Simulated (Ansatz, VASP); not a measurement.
# Te2Mo in two plane-wave programs

Wanted: the spread between two codes on one cell, functional and k mesh. The cell is taken from a series of runs on this material, whose earlier steps may have relaxed, scaled, displaced or heated it; both programs get it as it stands.

Program: Ansatz 0.2.0. Level of theory: plane waves, with VASP 6.6.1 beside it; PBE. Results are calculated unless marked as measured.

## Step 1: The starting structure

The structure is hexagonal, space group P6_3/mmc (No. 194). The conventional cell has a = 3.496 Å, b = 3.496 Å, c = 13.702 Å, α = 90.00°, β = 90.00°, γ = 120.00°. Nearest to Te lie 3 Mo at 2.72 Å. Nearest to Mo lie 6 Te at 2.72 Å. Farther neighbours and most contacts between anions are not listed.

As a file:

```
Te Mo
1.0
     3.49637    0.00000    0.00000
    -1.74819    3.02795    0.00000
     0.00000    0.00000   13.70174
Te Mo
4 2
Direct
  0.33333 0.66667 0.61735
  0.66667 0.33333 0.11735
  0.33333 0.66667 0.88265
  0.66667 0.33333 0.38265
  0.33333 0.66667 0.25000
  0.66667 0.33333 0.75000
```

## Step 2: VASP: single point, PBE

A single point takes one fixed geometry, so differences don't come from the geometry; what else differs is listed under the comparison.

Lines of VASP's logs that name or quote its potential files are left out, and so is its time.

Input file INCAR:

```
SYSTEM = Te2Mo
PREC = Accurate
ENCUT = 500
EDIFF = 1E-06
NELM = 120
ISMEAR = -1
SIGMA = 0.02
LREAL = .FALSE.
ALGO = Normal
GGA = PE
NBANDS = 32
LASPH = .TRUE.
LORBIT = 11
LWAVE = .FALSE.
LCHARG = .FALSE.
ISIF = 2
GGA_COMPAT = .FALSE.
EFERMI = MIDGAP
KPAR = 2
```

Input file POSCAR:

```
Te2Mo
1.0
    3.4963747438      0.0000000000      0.0000000000
   -1.7481873719      3.0279493493      0.0000000000
    0.0000000000      0.0000000000     13.7017445786
Te Mo
4 2
Direct
    0.3333333334      0.6666666668      0.6173474744
    0.6666666668      0.3333333334      0.1173474744
    0.3333333334      0.6666666668      0.8826525256
    0.6666666668      0.3333333334      0.3826525256
    0.3333333334      0.6666666668      0.2500000000
    0.6666666668      0.3333333334      0.7500000000
```

Input file KPOINTS:

```
Automatic mesh
0
Gamma
12 12 2
0 0 0
```

The projector-augmented-wave data sets are Te and Mo_sv (PBE family, release 64).

Command:

```console
mpirun -np 2 vasp_std
```

Numbers of over 12 decimals in the logs are rounded to 6 here.

The log of the run:

```text
[banner, memory and clock lines left out]
running    2 mpi-ranks, on    1 nodes
 distrk:  each k-point on    1 cores,    2 groups
 distr:  one band on    1 cores,    1 groups

 POSCAR found type information on POSCAR TeMo
 POSCAR found :  2 types and       6 ions
 LDA part: xc-table for (Slater+PW92), standard interpolation
 POSCAR, INCAR and KPOINTS ok, starting setup
 FFT: planning ... GRIDC
 FFT: planning ... GRID_SOFT
 FFT: planning ... GRID
 WAVECAR not read
 entering main loop
       N       E                     dE             d eps       ncg     rms          rms(c)
DAV:   1     0.395287776070E+03    0.39529E+03   -0.26886E+04  2800   0.142E+03
DAV:   2    -0.142264114631E+02   -0.40951E+03   -0.40009E+03  3008   0.337E+02
DAV:   3    -0.366138836720E+02   -0.22387E+02   -0.22023E+02  3120   0.665E+01
DAV:   4    -0.371419280604E+02   -0.52804E+00   -0.52655E+00  2880   0.104E+01
DAV:   5    -0.371579362544E+02   -0.16008E-01   -0.16002E-01  3288   0.178E+00    0.220E+01
DAV:   6    -0.363743500002E+02    0.78359E+00   -0.75794E+00  2720   0.140E+01    0.893E+00
DAV:   7    -0.363378988661E+02    0.36451E-01   -0.73572E+00  2616   0.113E+01    0.628E+00
DAV:   8    -0.359096593157E+02    0.42824E+00   -0.16148E+00  2896   0.599E+00    0.318E+00
DAV:   9    -0.359133325262E+02   -0.36732E-02   -0.23259E-01  3168   0.218E+00    0.130E+00
DAV:  10    -0.359068355172E+02    0.64970E-02   -0.44586E-02  2944   0.110E+00    0.351E-01
DAV:  11    -0.359071138322E+02   -0.27832E-03   -0.27000E-03  3008   0.257E-01    0.270E-01
DAV:  12    -0.359070188557E+02    0.94977E-04   -0.37657E-04  2944   0.902E-02    0.163E-01
DAV:  13    -0.359069813676E+02    0.37488E-04   -0.11106E-04  2984   0.563E-02    0.902E-02
DAV:  14    -0.359069801986E+02    0.11690E-05   -0.14410E-05  2816   0.155E-02    0.540E-02
DAV:  15    -0.359069788790E+02    0.13196E-05   -0.18300E-06  2056   0.677E-03    0.296E-02
DAV:  16    -0.359069773913E+02    0.14877E-05   -0.27785E-06  2080   0.776E-03    0.125E-02
DAV:  17    -0.359069771389E+02    0.25246E-06   -0.40513E-07  1560   0.309E-03
   1 F= -.35906977E+02 E0= -.35906977E+02  d E =-.292152E-08
```

OUTCAR, selected parts (step 2):

```text
ion  position               nearest neighbor table
   1  0.333  0.667  0.617-   6 2.72   6 2.72   6 2.72   3 3.64
   2  0.667  0.333  0.117-   5 2.72   5 2.72   5 2.72   4 3.64
   3  0.333  0.667  0.883-   6 2.72   6 2.72   6 2.72   1 3.64
   4  0.667  0.333  0.383-   5 2.72   5 2.72   5 2.72   2 3.64
   5  0.333  0.667  0.250-   2 2.72   4 2.72   2 2.72   4 2.72   2 2.72   4 2.72
   6  0.667  0.333  0.750-   1 2.72   3 2.72   1 2.72   3 2.72   1 2.72   3 2.72

  LATTYP: Found a hexagonal cell.
 ALAT       =     3.4963747438
 C/A-ratio  =     3.9188432541

 Subroutine GETGRP returns: Found 24 space group operations
 (whereof 12 operations were pure point group operations)

The static configuration has the point symmetry D_3d.
 The point group associated with its full space group is D_6h.

 Found     38 irreducible k-points:

   k-points           NKPTS =     38   k-points in BZ     NKDIM =     38   number of bands    NBANDS=     32

   dimension x,y,z NGX =    28 NGY =   28 NGZ =  100
   dimension x,y,z NGXF=    56 NGYF=   56 NGZF=  200

   ENCUT  =  500.0 eV  36.75 Ry    6.06 a.u.   6.37  6.37 24.98*2*pi/ulx,y,z

   NELECT =      52.0000    total number of electrons

 k-points in reciprocal lattice and weights: Automatic mesh
   0.00000000  0.00000000  0.00000000       0.003
   0.08333333 -0.00000000  0.00000000       0.021
   0.16666667  0.00000000  0.00000000       0.021
   0.25000000  0.00000000  0.00000000       0.021
   0.33333333  0.00000000  0.00000000       0.021
   0.41666667 -0.00000000  0.00000000       0.021
   0.50000000  0.00000000  0.00000000       0.010
   0.08333333  0.08333333  0.00000000       0.021
   0.16666667  0.08333333  0.00000000       0.042
[...]
0.33333333  0.25000000  0.50000000       0.042
   0.33333333  0.33333333  0.50000000       0.007

 average (electrostatic) potential at core
       1 -85.7653       2 -85.7653       3 -85.7653       4 -85.7653       5 -72.9725
       6 -72.9725

 E-fermi :   8.9402

 k-point     1 :       0.0000    0.0000    0.0000
  band No.  band energies     occupation
    ...
     22       7.5693      2.00000
     23       7.6176      2.00000
     24       7.6176      2.00000
     25       8.4535      2.00000
     26       8.6299      2.00000
     27      11.5036      0.00000
     28      11.5036      0.00000
     29      11.6850      0.00000
     30      11.6850      0.00000
     31      11.6989      0.00000
    ...

 k-point     2 :       0.0833   -0.0000    0.0000
  band No.  band energies     occupation
    ...
     22       7.4716      2.00000
     23       7.4902      2.00000
     24       7.5864      2.00000
     25       8.5160      2.00000
     26       8.6031      2.00000
     27      11.1376      0.00000
     28      11.2566      0.00000
     29      11.2932      0.00000
     30      11.4535      0.00000
     31      11.4623      0.00000
    ...

 k-point     3 :       0.1667    0.0000    0.0000
  band No.  band energies     occupation
    ...
     22       7.1767      2.00000
     23       7.3695      2.00000
     24       7.5232      2.00000
     25       8.1318      2.00000
     26       8.3675      2.00000
     27      10.4103      0.00000
     28      10.6842      0.00000
     29      10.6933      0.00000
     30      10.9330      0.00000
     31      10.9845      0.00000
    ...

  Total        3.3183324      3.3183324      3.3861475      0.0000000      0.0000000      0.0000000
  in kB       36.6511853     36.6511853     37.4002074      0.0000000      0.0000000      0.0000000
  external PRESSURE =      36.9008594 kB  Pullay stress =       0.0000000 kB

  energy-cutoff  :      500.00
  volume of cell :      145.06
      direct lattice vectors                 reciprocal lattice vectors
     3.496374744  0.000000000  0.000000000     0.286010532  0.165128258  0.000000000
    -1.748187372  3.027949349  0.000000000     0.000000000  0.330256515  0.000000000
     0.000000000  0.000000000 13.701744579     0.000000000  0.000000000  0.072983407

 POSITION                                       TOTAL-FORCE (eV/Angst)
 -----------------------------------------------------------------------------------
      0.00000      2.01863      8.45874        -0.000000      0.000000     -0.016944
      1.74819      1.00932      1.60787        -0.000000     -0.000000     -0.016944
      0.00000      2.01863     12.09388        -0.000000     -0.000000      0.016944
      1.74819      1.00932      5.24301        -0.000000      0.000000      0.016944
      0.00000      2.01863      3.42544         0.000000     -0.000000     -0.000000
      1.74819      1.00932     10.27631        -0.000000      0.000000     -0.000000
 -----------------------------------------------------------------------------------
    total drift:                               -0.000000     -0.000001      0.000000

  FREE ENERGIE OF THE ION-ELECTRON SYSTEM (eV)
  ---------------------------------------------------
  free  energy   TOTEN  =       -35.9069771389 eV

  energy  without entropy=      -35.9069771360  energy(sigma->0) =      -35.90697714

 total charge
# of ion       s       p       d       tot
------------------------------------------
    1        1.387   1.977   0.067   3.431
    2        1.387   1.977   0.067   3.431
    3        1.387   1.977   0.067   3.431
    4        1.387   1.977   0.067   3.431
    5        2.255   6.147   3.994  12.396
    6        2.255   6.147   3.994  12.396
--------------------------------------------------
tot         10.059  20.202   8.254  38.515

[... 3 further parts left out ...]
```

This run has no spin polarisation, so a moment on Mo, if there is one, isn't seen.

## Step 3: Ansatz: single point, PBE

Ansatz runs on its default PAW (the set named soft_2) files.

The same cell, functional, mesh and smearing now go to Ansatz, which takes its cutoff from its data sets.

Input file input.yaml:

```yaml
crystal:
  lattice:
    - [3.4963747438, 0.0, 0.0]
    - [-1.7481873719, 3.0279493493, 0.0]
    - [0.0, 0.0, 13.7017445786]
  atoms:
    - { symbol: Te, position: [0.3333333333, 0.6666666667, 0.6173474744] }
    - { symbol: Te, position: [0.6666666667, 0.3333333333, 0.1173474744] }
    - { symbol: Te, position: [0.3333333333, 0.6666666667, 0.8826525256] }
    - { symbol: Te, position: [0.6666666667, 0.3333333333, 0.3826525256] }
    - { symbol: Mo, position: [0.3333333333, 0.6666666667, 0.25] }
    - { symbol: Mo, position: [0.6666666667, 0.3333333333, 0.75] }
kpoints:
  mp_grid: { grid: [12, 12, 2] }
  band_path:
    path:
      - [[0.0, 0.0, 0.0], [0.5, 0.0, 0.0], [0.33333333, 0.33333333, 0.0], [0.0, 0.0, 0.0], [0.0, 0.0, 0.5], [0.5, 0.0, 0.5], [0.33333333, 0.33333333, 0.5], [0.0, 0.0, 0.5]]
      - [[0.5, 0.0, 0.5], [0.5, 0.0, 0.0]]
      - [[0.33333333, 0.33333333, 0.5], [0.33333333, 0.33333333, 0.0]]
    npoints: 10
hamiltonian:
  xc: pbe
scf:
  occupations: { method: fermi_dirac, width: 0.02 }
  n_extra_bands: 6
output:
  eigenvalues: true
  forces: true
  stress: true
```

Command:

```console
ansatz run input.yaml --threads 3 --pin off --max-ram 64512MiB --backend cuda --devices 1 --max-vram 24GiB --events-out ev --progress --plain --runs-dir out
```

The log of the run:

```text
scf.n_extra_bands = 6 over 46 filled bands (N_el = 92.0): the run solves 52 bands
GPUs: using 1 of 1 available (devices: 1).
Engine: ansatz 0.2.0, x86_64-unknown-linux-gnu
Pseudopotentials: kind: paw
Pseudopotential: Te, paw, valence charge 16, recommended cutoff 420 eV (normal), Te.paw.azcp
Pseudopotential: Mo, paw, valence charge 14, recommended cutoff 420 eV (normal), Mo.paw.azcp
Functional definition: PBE
  parameter kappa = 0.804
  parameter beta = 0.066725
  exchange = pbe_x(kappa = kappa, mu = beta*pi^2/3)
  correlation = pbe_c(beta = beta)
device memory: the entry about to start is reckoned to put 4.5 GiB on a device that reports 72.2 GiB free (of which the cap on the GPU budget leaves the run 24.0 GiB)
GPU FFT provider: cuFFT
GPU libraries: cuBLAS 13.8.2, cuFFT 12.4.0, cuSOLVER 12.3.4
Crystal: 6 atoms, lattice volume = 145.058 Å³
Basis set: ecut = 420 eV, 2835 PW (Γ), exchange–correlation on 48×48×192 points (8 copies of the dense FFT grid, shifted against one another)
Bands: 52, of which v1, the nominal top of the filled ones, is band 46 counted from 1 (45 counted from 0)
Symmetry: 24 space group operations
Space group: P63/mmc (ITA 194), of the structure as read, at distance tolerance 5.3e-5 Å
k-points: 38 of 288
Non-local potential: Te, projectors of the file, l = 0: 2, l = 1: 2, l = 2: 2, l = 3: 2
Non-local potential: Mo, projectors of the file, l = 0: 3, l = 1: 2, l = 2: 2, l = 3: 1
PAW form: soft (Blöchl's): semilocal exchange-correlation on the pseudo side does not see the compensation charge
PAW one-centre angular grid: Te, 590 points (default); XC on 64 Gauss nodes
PAW one-centre angular grid: Mo, 590 points (default); XC on 64 Gauss nodes
Initial density: superposition of atomic densities (neutral atoms: chi_scale 0, normalization atom), corrected by the library's trained network
Initial wavefunctions: pseudopotential atomic-orbital guess
GPU buffer pool allocated for 55296 grid points (all kernels)
GPU transforms: local potential and band sums: pruned to the plane-wave sphere, on 24×24×96
Functional: x = pbe(κ = 0.804, μ = 0.219515), c = pbe(β = 0.066725)
SCF iter   1: F=—  HF=-37833.301411 eV  |F-HF|=—  |Δ(HF+E_count)|=         —  Δρ=4.30e-3  dr2=1.12e-2  ethr=1.77e-3  ⟨swp⟩=7.1  Hψ=7609  notcnv=0
preconditioner: auto → Resta (q_TF=auto, 2.529 Å⁻¹)  ε∞=9.2  [insulator: Δε(μ)=0.659 eV  Ē_g=6.475 eV  σ=0.020 eV  W_gap=1.00  n_scr=52 (ndim 8)  ℏωp=18.5 eV  f_vac=0.012  D(μ)=0.00/eV (n_scr^D=0)  ε∞_Penn≈9.2]
SCF iter   2: F=—  HF=-37833.308711 eV  |F-HF|=—  |Δ(HF+E_count)|=   7.30e-3  Δρ=2.53e-3  dr2=3.23e-3  ethr=1.22e-5  ⟨swp⟩=2.0  Hψ=3260  notcnv=0  defer=19
SCF iter   3: F=—  HF=-37833.312215 eV  |F-HF|=—  |Δ(HF+E_count)|=   3.50e-3  Δρ=1.16e-3  dr2=1.13e-3  ethr=3.51e-6  ⟨swp⟩=2.0  Hψ=2617  notcnv=0  defer=19
SCF iter   4: F=—  HF=-37833.313385 eV  |F-HF|=—  |Δ(HF+E_count)|=   1.17e-3  Δρ=1.03e-4  dr2=1.25e-5  ethr=1.23e-6  ⟨swp⟩=2.0  Hψ=2628  notcnv=0  defer=19
SCF iter   5: F=—  HF=-37833.313404 eV  |F-HF|=—  |Δ(HF+E_count)|=   1.91e-5  Δρ=3.57e-5  dr2=2.03e-6  ethr=1.36e-8  ⟨swp⟩=2.8  Hψ=3514  notcnv=0  defer=19
SCF iter   6: F=—  HF=-37833.313407 eV  |F-HF|=—  |Δ(HF+E_count)|=   2.91e-6  Δρ=1.02e-5  dr2=1.77e-7  ethr=2.20e-9  ⟨swp⟩=2.9  Hψ=3556  notcnv=0  defer=19
SCF iter   7: F=-37833.313407 eV  HF=-37833.313407 eV  |F-HF|=1.20e-8  |Δ(HF+E_count)|=   1.81e-7  Δρ=3.32e-6  dr2=2.31e-8  ethr=1.09e-10  ⟨swp⟩=6.7  Hψ=7681  notcnv=0
SCF 1 converged in 7 iterations: F = -37833.313407 eV  dr2 = 2.31e-8
  greatest PAW one-centre occupation: 0.998 electrons in one spin orbital (limit 2), on the Mo atom at site 5 (counted from 0), in its partial waves of l = 0
device memory: the entry about to start is reckoned to put 7.6 GiB on a device that reports 74.6 GiB free (of which the cap on the GPU budget leaves the run 24.0 GiB)
NSCF: frozen V_eff on 93 k-points, pencils in batches of 32, up to order 232
SCF converged after 7 iterations
Free energy (F): -37833.313407 eV
Harris-Foulkes:  -37833.313407 eV  (|F-HF|=1.20e-8)
Internal energy: -37833.313407 eV  (E = F + TS)
E sigma→0 (E₀):  -37833.313407 eV
Fermi energy:    13.403395 eV
--- Per-component energies (eV) ---
  E_band       = -1093.353752
  E_kinetic    = 1610.820799
  E_local      = -6940.518834  (includes V_loc(G=0)·N_el)
  E_nonlocal   = -952.615219
  E_hartree    = 3938.774498
  E_xc         = -866.721407
  E_vxc        = -878.257965  (∫ρ·V_xc dr)
  E_paw        = -25053.934478  (= ΣΔE_a)
  E_vpaw       = -1810.338077  (= ΣTr[D̂ρ^β])
  E_aug_tail   = -0.000574  (compensation charges beyond the density's cutoff)
  E_ewald      = -9569.118191
  E_smearing   = -0.000000  (= −TS)
  E_closure    = -0.000000  (closes the sum)
  Σ components = -37833.313407   (vs F -37833.313407, Δ=0.00e0)
--- Forces (eV/Å), atoms counted from 1 ---
  atom   1  Te    -0.00000000     0.00000000    -0.00214950
  atom   2  Te    -0.00000000    -0.00000000    -0.00214950
  atom   3  Te    -0.00000000     0.00000000     0.00214950
  atom   4  Te    -0.00000000    -0.00000000     0.00214950
  atom   5  Mo     0.00000000     0.00000000     0.00000000
  atom   6  Mo     0.00000000    -0.00000000     0.00000000
  max |Σ_I F_I| component: 9.25e-18 eV/Å
--- Stress (GPa, compression-positive) ---
        3.683000      -0.000000       0.000000
        0.000000       3.683000       0.000000
        0.000000       0.000000       3.677437
  P = ⅓ Tr σ = 3.6811 GPa (36.811 kbar)
--- Band table (eV; the first three rows and the last of 38) ---
  k-point 0: bands = [... 42 lower, 12.0906, 12.0906, 12.9113, 13.0917, 15.9655, 15.9655, 16.1486, 16.1486, ... 2 higher]
  k-point 1: bands = [... 42 lower, 12.0665, 12.0665, 13.0446, 13.0446, 16.0053, 16.0053, 16.0053, 16.0053, ... 2 higher]
  k-point 2: bands = [... 42 lower, 11.9634, 12.0579, 12.9778, 13.0590, 15.6029, 15.7169, 15.7576, 15.9125, ... 2 higher]
  k-point 37: bands = [... 42 lower, 10.9882, 10.9882, 12.8223, 12.8223, 14.1013, 14.1013, 14.6023, 14.6023, ... 2 higher]
```

## Step 4: Comparison

Known differences besides the potentials themselves: the data sets hold 92 valence electrons in Ansatz (on its default PAW (the set named soft_2) files) and 52 in VASP; the cutoff is 420 eV in Ansatz and 500 eV in VASP. Total energies have different zeros and are not compared.

Compared:

| quantity | Ansatz | VASP | difference |
| --- | --- | --- | --- |
| pressure (GPa) | 3.68 | 3.69 | -0.01 |
| gap on the k mesh (eV) | 0.653 | 0.647 | +0.006 |

The largest component of a force difference here is 15 meV/Å. A gap on the mesh is an upper bound, since the band edges may lie between its points.

## Step 5: Results

| Item | Value |
| --- | --- |
| difference in gap on the k mesh (single point, PBE) | 0.0060 eV |
| r.m.s. force difference (single point, PBE) | 7.0 meV/Å |

**Reading.** The r.m.s. force difference is 7.0 meV/Å (single point, PBE), within the 12 meV/Å picked in this series as the mark of a large difference. The data sets hold unlike numbers of valence electrons (92 in Ansatz and 52 in VASP), so part of the differences may come from the potentials. Such differences can come from data sets, numerical settings and the points named under the comparisons, not from the functional's error against experiment.

[Lines on the potential files, build, host, timing and source positions are cut from VASP's logs without a mark.]

[Logs are printed without paths, hosts, clocks, repeated set-up lines and the standing remarks that a program may print on its own settings, such as how far it seeks lower states.]

[Hosts, paths, dates, database ids (printed as entryN), source tags and the programs' standing remarks are cut or masked in the printed files.]
